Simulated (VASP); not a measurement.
# CuWO4: structure and properties in VASP, part 2 of 7

Wanted: the relaxed cell of CuWO4 and its properties. The start is a cell from a database of measured crystal structures.

VASP 6.6.1; PBEsol, no spin polarisation; plane waves and PAW (Cu, W, O).

So far. Step 2 (First try): The fault in the input: smearing far too wide (ISMEAR = -1 and SIGMA = 3.0). Lower SIGMA until the entropy term is about 1 meV an atom.

## 3. Relaxing cell and atoms (PBEsol)

The start need not lie at this functional's minimum. ISIF = 3 frees volume, shape and positions, and EDIFFG sets the threshold on forces and stress at which the search stops.

INCAR reads:

```
SYSTEM = CuWO4
PREC = Accurate
ENCUT = 520
EDIFF = 1E-06
NELM = 100
ISMEAR = 0
SIGMA = 0.05
LREAL = .FALSE.
ALGO = Normal
GGA = PS
NBANDS = 53
LASPH = .TRUE.
LORBIT = 11
LWAVE = .FALSE.
LCHARG = .FALSE.
KPAR = 8
IBRION = 2
NSW = 60
ISIF = 3
EDIFFG = -0.01
```

POSCAR reads:

```
CuWO4
1.0
    4.6964000000      0.0000000000      0.0000000000
    0.2074845662      4.8691813598      0.0000000000
    0.7315390857      0.1347758051      5.7810405412
Cu W O
2 2 8
Direct
    0.4962000000      0.7638000000      0.6621000000
    0.5038000000      0.2362000000      0.3379000000
    0.0166000000      0.7330000000      0.1745000000
    0.9834000000      0.2670000000      0.8255000000
    0.2481000000      0.5829000000      0.3556000000
    0.7519000000      0.4171000000      0.6444000000
    0.2243000000      0.5676000000      0.8769000000
    0.7757000000      0.4324000000      0.1231000000
    0.7293000000      0.9044000000      0.3859000000
    0.2707000000      0.0956000000      0.6141000000
    0.7845000000      0.9488000000      0.9036000000
    0.2155000000      0.0512000000      0.0964000000
```

KPOINTS reads:

```
Automatic mesh
0
Gamma
4 4 4
0 0 0
```

Potentials, in the order of the species: Cu, W and O (PBE family, release 64).

Launch:

```
mpirun -np 8 vasp_std
```

What it wrote:

```text
[banner, memory and clock lines left out]
running    8 mpi-ranks, on    1 nodes
 distrk:  each k-point on    1 cores,    8 groups
 distr:  one band on    1 cores,    1 groups

 POSCAR found type information on POSCAR CuW O
 POSCAR found :  3 types and      12 ions
 [... a notice as in an earlier step ...]

 [... a notice as in an earlier step ...]

 LDA part: xc-table for (Slater+PW92), standard interpolation
 POSCAR, INCAR and KPOINTS ok, starting setup
 FFT: planning ... GRIDC
 FFT: planning ... GRID_SOFT
 FFT: planning ... GRID
 WAVECAR not read
 entering main loop
       N       E                     dE             d eps       ncg     rms          rms(c)
DAV:   1     0.102846689794E+04    0.10285E+04   -0.38006E+04  3832   0.187E+03
DAV:   2     0.648128500454E+02   -0.96365E+03   -0.88699E+03  4224   0.503E+02
DAV:   3    -0.107599012987E+03   -0.17241E+03   -0.16501E+03  4860   0.222E+02
DAV:   4    -0.118634873043E+03   -0.11036E+02   -0.10827E+02  5792   0.616E+01
DAV:   5    -0.118895627824E+03   -0.26075E+00   -0.25932E+00  5224   0.881E+00    0.765E+01
DAV:   6    -0.101964769382E+03    0.16931E+02   -0.13948E+02  5744   0.122E+02    0.269E+01
DAV:   7    -0.989116446141E+02    0.30531E+01   -0.44983E+01  5088   0.222E+02    0.245E+01
DAV:   8    -0.972076550886E+02    0.17040E+01   -0.25421E+01  5736   0.662E+01    0.197E+01
DAV:   9    -0.965870657942E+02    0.62059E+00   -0.51353E+00  6136   0.228E+01    0.386E+00
DAV:  10    -0.964031868148E+02    0.18388E+00   -0.63091E-01  5808   0.601E+00    0.129E+00
DAV:  11    -0.963995496531E+02    0.36372E-02   -0.17138E-01  5672   0.318E+00    0.531E-01
DAV:  12    -0.963957410974E+02    0.38086E-02   -0.12692E-02  6032   0.228E+00    0.364E-01
DAV:  13    -0.963956421402E+02    0.98957E-04   -0.41144E-03  5544   0.451E-01    0.128E-01
DAV:  14    -0.963955348426E+02    0.10730E-03   -0.58882E-04  5000   0.192E-01    0.845E-02
DAV:  15    -0.963954885739E+02    0.46269E-04   -0.19246E-04  5936   0.156E-01    0.626E-02
DAV:  16    -0.963954812707E+02    0.73032E-05   -0.88479E-05  6264   0.849E-02    0.575E-02
DAV:  17    -0.963954729699E+02    0.83007E-05   -0.19765E-05  5760   0.374E-02    0.126E-02
DAV:  18    -0.963954726172E+02    0.35268E-06   -0.60968E-06  4739   0.141E-02
   1 F= -.96395473E+02 E0= -.96391439E+02  d E =-.963955E+02
 curvature:   0.00 expect dE= 0.000E+00 dE for cont linesearch  0.000E+00
 trial: gam= 0.00000 g(F)=  0.161E+01 g(S)=  0.110E+00 ort = 0.000E+00 (trialstep = 0.100E+01)
 search vector abs. value=  0.172E+01
 bond charge predicted
       N       E                     dE             d eps       ncg     rms          rms(c)
DAV:   1    -0.949863409041E+02    0.14091E+01   -0.30910E+02  4120   0.925E+01    0.963E+00
DAV:   2    -0.957765377179E+02   -0.79020E+00   -0.14699E+01  5616   0.459E+01    0.867E+00
DAV:   3    -0.955288592504E+02    0.24768E+00   -0.23063E+00  5704   0.287E+01    0.509E+00
DAV:   4    -0.953787677047E+02    0.15009E+00   -0.62006E-01  5816   0.159E+01    0.263E+00
DAV:   5    -0.953382285361E+02    0.40539E-01   -0.18857E-01  5928   0.697E+00    0.835E-01
DAV:   6    -0.953358213665E+02    0.24072E-02   -0.42369E-02  6640   0.323E+00    0.587E-01
DAV:   7    -0.953349512833E+02    0.87008E-03   -0.96555E-03  5616   0.144E+00    0.307E-01
DAV:   8    -0.953347342526E+02    0.21703E-03   -0.21971E-03  7016   0.780E-01    0.111E-01
DAV:   9    -0.953346980597E+02    0.36193E-04   -0.46600E-04  5640   0.228E-01    0.494E-02
DAV:  10    -0.953346886926E+02    0.93671E-05   -0.17862E-04  5504   0.838E-02    0.341E-02
DAV:  11    -0.953346900837E+02   -0.13911E-05   -0.20995E-05  5312   0.319E-02    0.168E-02
DAV:  12    -0.953346880369E+02    0.20468E-05   -0.10121E-05  4336   0.181E-02    0.260E-03
DAV:  13    -0.953346881411E+02   -0.10422E-06   -0.12565E-06  2418   0.755E-03
   2 F= -.95334688E+02 E0= -.95331574E+02  d E =0.106078E+01
[... from here on, the cycles between the ionic steps are left out ...]
   3 F= -.96611300E+02 E0= -.96607121E+02  d E =-.215827E+00
   4 F= -.96703006E+02 E0= -.96699399E+02  d E =-.917061E-01
   5 F= -.96721144E+02 E0= -.96717383E+02  d E =-.109845E+00
   6 F= -.96740331E+02 E0= -.96737261E+02  d E =-.191869E-01
   7 F= -.96763913E+02 E0= -.96760482E+02  d E =-.427684E-01
   8 F= -.96766666E+02 E0= -.96763216E+02  d E =-.275305E-02
   9 F= -.96773679E+02 E0= -.96770239E+02  d E =-.976649E-02
  10 F= -.96783018E+02 E0= -.96779673E+02  d E =-.933855E-02
  11 F= -.96783323E+02 E0= -.96780000E+02  d E =-.964348E-02
  12 F= -.96787219E+02 E0= -.96783975E+02  d E =-.389589E-02
  13 F= -.96787383E+02 E0= -.96784129E+02  d E =-.406047E-02
  14 F= -.96788692E+02 E0= -.96785410E+02  d E =-.130909E-02
  15 F= -.96788706E+02 E0= -.96785427E+02  d E =-.132228E-02
  16 F= -.96789958E+02 E0= -.96786684E+02  d E =-.125275E-02
  17 F= -.96790185E+02 E0= -.96786913E+02  d E =-.147931E-02
  18 F= -.96790509E+02 E0= -.96787227E+02  d E =-.324630E-03
  19 F= -.96790511E+02 E0= -.96787230E+02  d E =-.326533E-03
  20 F= -.96790760E+02 E0= -.96787483E+02  d E =-.249007E-03
  21 F= -.96790958E+02 E0= -.96787689E+02  d E =-.446739E-03
  22 F= -.96790984E+02 E0= -.96787712E+02  d E =-.472350E-03
  23 F= -.96791079E+02 E0= -.96787812E+02  d E =-.950391E-04
  24 F= -.96791091E+02 E0= -.96787823E+02  d E =-.107340E-03
  25 F= -.96791267E+02 E0= -.96787989E+02  d E =-.175577E-03
  26 F= -.96791283E+02 E0= -.96788003E+02  d E =-.192185E-03
  27 F= -.96791262E+02 E0= -.96787974E+02  d E =-.170583E-03
  28 F= -.96791285E+02 E0= -.96788002E+02  d E =-.193603E-03
  29 F= -.96791383E+02 E0= -.96788109E+02  d E =-.988035E-04
  30 F= -.96791384E+02 E0= -.96788109E+02  d E =-.993607E-04
  31 F= -.96791443E+02 E0= -.96788174E+02  d E =-.586504E-04
  32 F= -.96791466E+02 E0= -.96788207E+02  d E =-.825007E-04
  33 F= -.96791485E+02 E0= -.96788229E+02  d E =-.188305E-04
  34 F= -.96791516E+02 E0= -.96788269E+02  d E =-.494317E-04
  35 F= -.96791518E+02 E0= -.96788275E+02  d E =-.513425E-04
  36 F= -.96791510E+02 E0= -.96788273E+02  d E =-.431951E-04
  37 F= -.96791532E+02 E0= -.96788297E+02  d E =-.220076E-04
  38 F= -.96791560E+02 E0= -.96788332E+02  d E =-.501117E-04
  39 F= -.96791580E+02 E0= -.96788353E+02  d E =-.198008E-04
  40 F= -.96791590E+02 E0= -.96788366E+02  d E =-.299670E-04
 curvature:  -0.53 expect dE=-0.262E-04 dE for cont linesearch -0.178E-07
 trial: gam= 0.09578 g(F)=  0.396E-04 g(S)=  0.949E-05 ort = 0.448E-05 (trialstep = 0.180E+00)
 search vector abs. value=  0.554E-04
 bond charge predicted
       N       E                     dE             d eps       ncg     rms          rms(c)
DAV:   1    -0.967915966832E+02   -0.63518E-05   -0.31665E-04  4104   0.951E-02    0.881E-03
DAV:   2    -0.967915968810E+02   -0.19775E-06   -0.13035E-05  5608   0.324E-02    0.593E-03
DAV:   3    -0.967915965688E+02    0.31218E-06   -0.82127E-07  2293   0.264E-02
  41 F= -.96791597E+02 E0= -.96788373E+02  d E =-.679876E-05
 trial-energy change:   -0.000007  1 .order   -0.000008   -0.000009   -0.000007
 step:   0.6847(harm=  0.6847)  dis= 0.00033  next Energy=   -96.791607 (dE=-0.169E-04)
 reached required accuracy - stopping structural energy minimisation
```

It took 18 min on 8 MPI ranks of AMD EPYC 7R43, shared host; peak memory 3.1 GiB; 2.4 h of CPU time.

OUTCAR, selected parts (step 3):

```text
ion  position               nearest neighbor table
   1  0.496  0.764  0.662-  10 1.93   7 1.94   9 1.95   6 2.03  11 2.30
   2  0.504  0.236  0.338-   9 1.93   8 1.94  10 1.95   5 2.03  12 2.30
   3  0.017  0.733  0.175-   5 1.73  12 1.86   9 1.89   8 1.94   7 2.05  11 2.24   4 3.11   4 3.27

  LATTYP: Found a triclinic cell.
 ALAT       =     4.6964000000
 B/A-ratio  =     1.4929153639
 C/A-ratio  =     1.0377310280
 COS(alpha) =     0.0048696994
 COS(beta)  =     0.0425731628
 COS(gamma) =     0.5654935949

 Subroutine GETGRP returns: Found  2 space group operations
 (whereof  2 operations were pure point group operations)

The static configuration has the point symmetry S_2 .

 Found     36 irreducible k-points:

   k-points           NKPTS =     36   k-points in BZ     NKDIM =     36   number of bands    NBANDS=     53

   dimension x,y,z NGX =    36 NGY =   36 NGZ =   48
   dimension x,y,z NGXF=    72 NGYF=   72 NGZF=   96

   ENCUT  =  520.0 eV  38.22 Ry    6.18 a.u.   8.73  9.06 10.84*2*pi/ulx,y,z

   NELECT =      82.0000    total number of electrons

 k-points in reciprocal lattice and weights: Automatic mesh
   0.00000000  0.00000000  0.00000000       0.016
   0.25000000  0.00000000 -0.00000000       0.031
   0.50000000  0.00000000 -0.00000000       0.016
   0.00000000  0.25000000  0.00000000       0.031
   0.25000000  0.25000000  0.00000000       0.031
   0.50000000  0.25000000 -0.00000000       0.031
  -0.25000000  0.25000000 -0.00000000       0.031
   0.00000000  0.50000000  0.00000000       0.016
   0.25000000  0.50000000  0.00000000       0.031
[...]
0.25000000  0.50000000  0.50000000       0.031
   0.50000000  0.50000000  0.50000000       0.016

 average (electrostatic) potential at core
       1 -66.9172       2 -66.9172       3 -43.1516       4 -43.1516       5 -71.7977
       6 -71.7977       7 -71.4924       8 -71.4924       9 -71.7586      10 -71.7586
      11 -71.3774      12 -71.3774

 E-fermi :   3.5360

 k-point     1 :       0.0000    0.0000    0.0000
  band No.  band energies     occupation
    ...
     38       2.5291      2.00000
     39       2.5549      2.00000
     40       3.0327      2.00000
     41       3.0358      2.00000
     42       3.5203      1.34368
     43       5.8014      0.00000
     44       6.0695      0.00000
     45       6.3909      0.00000
     46       6.6433      0.00000
     47       6.9101      0.00000
    ...

 k-point     2 :       0.2500    0.0000   -0.0000
  band No.  band energies     occupation
    ...
     37       2.2822      2.00000
     38       2.5841      2.00000
     39       2.8257      2.00000
     40       2.9850      2.00000
     41       3.3469      2.00000
     42       3.5724      0.30319
     43       5.8491      0.00000
     44       5.9744      0.00000
     45       6.3170      0.00000
     46       6.5928      0.00000
    ...

 k-point     3 :       0.5000    0.0000   -0.0000
  band No.  band energies     occupation
    ...
     37       2.4930      2.00000
     38       2.5407      2.00000
     39       2.8898      2.00000
     40       2.9140      2.00000
     41       3.2775      2.00000
     42       3.9900      0.00000
     43       5.9603      0.00000
     44       5.9681      0.00000
     45       6.1676      0.00000
     46       6.6031      0.00000
    ...

  Total        0.0616475      0.0798879      0.0500044      0.0059911      0.0097499      0.0140258
  in kB        0.7477852      0.9690421      0.6065546      0.0726716      0.1182666      0.1701329
  external PRESSURE =       0.7744606 kB  Pullay stress =       0.0000000 kB

  energy-cutoff  :      520.00
  volume of cell :      132.08
      direct lattice vectors                 reciprocal lattice vectors
     4.660370580  0.022547924  0.001036103     0.214628804 -0.009856596 -0.026557759
     0.229142964  4.878309930  0.041311894    -0.000990832  0.205090491 -0.006485733
     0.727869230  0.187339355  5.812808726    -0.000031215 -0.001455830  0.172084701

 POSITION                                       TOTAL-FORCE (eV/Angst)
 -----------------------------------------------------------------------------------
      2.96540      3.77917      3.86100         0.001132      0.003600     -0.002668
      2.65198      1.30903      1.99416        -0.001132     -0.003600      0.002668
      0.36397      3.67805      1.02462        -0.004569      0.005152      0.004944
      5.25341      1.41015      4.83054         0.004569     -0.005152     -0.004944
      1.55750      2.86071      2.08402        -0.003000      0.000507      0.001948
      4.05989      2.22749      3.77113         0.003000     -0.000507     -0.001948
      1.78001      2.95998      5.14329        -0.001870      0.001143     -0.005085
      3.83737      2.12821      0.71187         0.001870     -0.001143      0.005085
      3.87867      4.51138      2.25605         0.004757     -0.003655      0.000955
      1.73871      0.57681      3.59911        -0.004757      0.003655     -0.000955
      4.51545      4.79085      5.33606        -0.000317      0.002306      0.003273
      1.10193      0.29735      0.51910         0.000317     -0.002306     -0.003273
 -----------------------------------------------------------------------------------
    total drift:                                0.000000      0.000000      0.000000

  FREE ENERGIE OF THE ION-ELECTRON SYSTEM (eV)
  ---------------------------------------------------
  free  energy   TOTEN  =       -96.7915965688 eV

  energy  without entropy=      -96.7851487475  energy(sigma->0) =      -96.78837266

 reached required accuracy - stopping structural energy minimisation

 total charge
# of ion       s       p       d       tot
------------------------------------------
    1        0.342   0.386   9.115   9.842
    2        0.342   0.386   9.115   9.842
    3        0.717   1.050   4.253   6.020
    4        0.717   1.050   4.253   6.020
    5        1.572   3.432   0.000   5.004
    6        1.572   3.432   0.000   5.004
    7        1.561   3.468   0.000   5.029
    8        1.561   3.468   0.000   5.029
    9        1.568   3.432   0.000   4.999
   10        1.568   3.432   0.000   4.999
   11        1.575   3.435   0.000   5.011
   12        1.575   3.435   0.000   5.011
--------------------------------------------------
tot         14.669  30.405  26.735  71.810

[... 3 further parts left out ...]
```

CONTCAR:

```
CuWO4
   1.00000000000000
     4.6603705799441331    0.0225479240729178    0.0010361028068250
     0.2291429640260434    4.8783099296149501    0.0413118939922583
     0.7278692298970836    0.1873393552322075    5.8128087264711512
  Cu              W               O
     2     2     8
Direct
     0.4966708787670934    0.7470917319131340    0.6588240137234689
     0.5033291212329067    0.2529082680868662    0.3411759862765311
     0.0146533526274610    0.7473267326202537    0.1709556043992131
     0.9853466473725390    0.2526732673797460    0.8290443956007869
     0.2507401092419163    0.5716439225490639    0.3544149474312680
     0.7492598907580841    0.4283560774509360    0.6455850525687319
     0.2162726827595848    0.5719430977846444    0.8807160307977006
     0.7837273172404150    0.4280569022153555    0.1192839692022994
     0.7280923485082723    0.9067663981312841    0.3815420535516164
     0.2719076514917275    0.0932336018687164    0.6184579464483833
     0.7802109876075288    0.9434747828945942    0.9111386682436560
     0.2197890123924710    0.0565252171054059    0.0888613317563439
```

This run has no spin polarisation, although Cu and W can carry a moment. The k-mesh is coarse for a metal. The PAW data sets were made with PBE, which is usual practice but a small mismatch for other functionals. Oxides and halides of Cu are often magnetic insulators, and a metal at this level, without U or exact exchange, may be an artefact. The data set W keeps the semicore shell frozen, which is cheaper and a little less accurate. The run keeps the 2 symmetry operations of its start, so it cannot find a distortion of lower symmetry.

Relaxation path (22 of 41):

| step | energy less that of the first step (eV) | largest force (eV/Å) | pressure (GPa) | volume (Å³) |
| --- | --- | --- | --- | --- |
| 1 | 0.0000 | 3.1152 | 1.73 | 132.20 |
| 3 | -0.2158 | 0.8965 | -1.62 | 132.81 |
| 5 | -0.3257 | 0.8642 | 0.38 | 131.85 |
| 7 | -0.3684 | 0.4553 | -0.28 | 131.81 |
| 9 | -0.3782 | 0.2628 | -0.27 | 131.66 |
| 11 | -0.3879 | 0.1732 | 0.89 | 131.23 |
| 12 | -0.3917 | 0.1380 | -0.42 | 131.81 |
| 14 | -0.3932 | 0.1376 | -0.12 | 131.68 |
| 16 | -0.3945 | 0.0606 | 0.11 | 131.60 |
| 18 | -0.3950 | 0.0357 | -0.06 | 131.70 |
| 20 | -0.3953 | 0.0270 | 0.01 | 131.74 |
| 22 | -0.3955 | 0.0268 | -0.13 | 131.85 |
| 24 | -0.3956 | 0.0343 | 0.10 | 131.81 |
| 26 | -0.3958 | 0.0375 | 0.02 | 131.86 |
| 28 | -0.3958 | 0.0423 | 0.04 | 131.87 |
| 30 | -0.3959 | 0.0160 | 0.01 | 131.92 |
| 31 | -0.3960 | 0.0126 | 0.01 | 131.94 |
| 33 | -0.3960 | 0.0274 | 0.07 | 132.00 |
| 35 | -0.3960 | 0.0185 | -0.01 | 132.09 |
| 37 | -0.3961 | 0.0163 | -0.06 | 132.13 |
| 39 | -0.3961 | 0.0149 | -0.07 | 132.12 |
| 41 | -0.3961 | 0.0085 | 0.08 | 132.08 |

```csv
cell as run,before,after,change
a (Å),4.696,4.660,-0.8 %
b (Å),4.874,4.884,+0.2 %
c (Å),5.829,5.861,+0.6 %
α (°),88.37,87.36,-1.1 %
β (°),82.79,82.84,+0.1 %
γ (°),87.56,87.03,-0.6 %
volume (Å³/atom),11.02,11.01,-0.1 %
```

The atoms that moved most (Å, as changes of fractional coordinates times the final cell):

```
atom      dx      dy      dz  length
 Cu1  -0.004  -0.082  -0.020   0.085
 Cu2   0.004   0.082   0.020   0.085
  W3  -0.008   0.069  -0.020   0.073
  W4   0.008  -0.069   0.020   0.073
  O5   0.009  -0.055  -0.007   0.056
  O6  -0.009   0.055   0.007   0.056
 O11  -0.016  -0.025   0.044   0.052
 O12   0.016   0.025  -0.044   0.052
```

Final coordinates:

```xyz
12
Lattice="4.6604 0.0225 0.0010 0.2291 4.8783 0.0413 0.7279 0.1873 5.8128" Properties=species:S:1:pos:R:3 pbc="T T T"
Cu    2.9654    3.7792    3.8610
Cu    2.6520    1.3090    1.9942
W     0.3640    3.6780    1.0246
W     5.2534    1.4101    4.8305
O     1.5575    2.8607    2.0840
O     4.0599    2.2275    3.7711
O     1.7800    2.9600    5.1433
O     3.8374    2.1282    0.7119
O     3.8787    4.5114    2.2560
O     1.7387    0.5768    3.5991
O     4.5155    4.7908    5.3361
O     1.1019    0.2974    0.5191
```

Numbers from this step:

```
electrons                       : 82
bands                           : 53
irreducible k-points            : 36
symmetry operations             : 2
free energy (TOTEN)             : -96.7916 eV
energy at zero smearing         : -96.7884 eV
Fermi energy                    : 3.536 eV
pressure                        : 0.07745 GPa
metallic                        : yes
SCF cycles over all ionic steps : 286
```

It ends with a largest force of 0.008 eV/Å and a pressure of 0.08 GPa. The volume lies -0.1 % from that of the database's start, which holds the thermal and zero-point expansion of its experiment.

(Continued in part 3 of 7.)

[Lines on the potential files, build, host, timing and source positions are cut from VASP's logs without a mark.]

[Logs are printed without paths, hosts, clocks, repeated set-up lines and the standing remarks that a program may print on its own settings, such as how far it seeks lower states.]

[Hosts, paths, dates, database ids (printed as entryN), source tags and the programs' standing remarks are cut or masked in the printed files.]

[A measured line is paired with the nearest computed mode of its activity, which favours agreement.]
